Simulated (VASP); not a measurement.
Data:

```
CELL_PARAMETERS angstrom
     -3.05000     3.05000     3.05000
      3.05000    -3.05000     3.05000
      3.05000     3.05000    -3.05000
ATOMIC_POSITIONS crystal
  Cs 0.00000 0.00000 0.00000
```

The numbers are results of vdW-DF2, VASP's PBE PAW potentials (set 64) (plane waves; VASP), not measurements. Settings: 520 eV cut-off, 8×8×8 Γ-centred mesh, first-order Methfessel-Paxton smearing of 0.10 eV, potentials Cs_sv.

Energy and stress use the plane-wave basis of the starting cell.

### Question
The ions, cell shape and volume are relaxed. Which structure does the run end with?

### Answer

```
CELL_PARAMETERS angstrom
     -2.99128     2.99128     2.99128
      2.99128    -2.99128     2.99128
      2.99128     2.99128    -2.99128
ATOMIC_POSITIONS crystal
  Cs 0.00000 0.00000 0.00000
```
Space group Im-3m (229), at a tolerance of 0.03 Å.

### Question
How do energy and volume change from the first to the last step?

### Answer
The energy (σ→0) changes by -2.3 meV/atom and the volume by -5.7 %, in 4 ionic steps.

The compound is Cs in the bcc structure. This run relaxes it. Symmetry was kept, so distortions that lower it aren't found.
